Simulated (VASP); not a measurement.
Ga3Sn, 4 atoms in the cell. Symmetry: Pm-3m, No. 221, cubic system. Conventional cell: a = 4.375 Å, b = 4.375 Å, c = 4.375 Å, α = 90.00°, β = 90.00°, γ = 90.00°. Ga (site symmetry 4/mmm) is surrounded by 8 Ga at 3.09 Å and 4 Sn at 3.09 Å. Sn (site symmetry m-3m) is surrounded by 12 Ga at 3.09 Å. The cell comes from a database or a generator and needn't be the stable form of this composition.

| Quantity | Value |
| --- | --- |
| Program | VASP 6.6.1 |
| Task | single point |
| Functional | r2SCAN |
| Potentials or basis | VASP PAW PBE potentials, release 64 (Ga_d, Sn_d) |
| Cutoff | 520 eV |
| k mesh | 5 × 5 × 5 |
| Occupations | fermi-dirac, width 0.1 eV |
| Spin | no spin polarisation |
| Dipole correction | no |
| Further INCAR settings | ALGO = Normal; EDIFF = 1e-07; NBANDS = 34 |

Potentials or basis: VASP PAW PBE potentials, release 64 (Ga_d, Sn_d).

Launch:

```console
$ cat potpaw_PBE.64/Ga_d/POTCAR potpaw_PBE.64/Sn_d/POTCAR > POTCAR
$ cp INCAR.step1 INCAR
$ mpirun -np 1 vasp_std > vasp.out
$ cp INCAR.step2 INCAR
$ mpirun -np 1 vasp_std > vasp.out
```

Hardware: 1 thread of Intel(R) Xeon(R) Platinum 8488C (Sapphire Rapids), on a shared host.

How long does it take, and how much memory?

Run time: 76 s on 1 thread of Intel(R) Xeon(R) Platinum 8488C (Sapphire Rapids), with other jobs on the host, peak memory 0.21 GiB. Counts: scf iterations 11, k points 10.
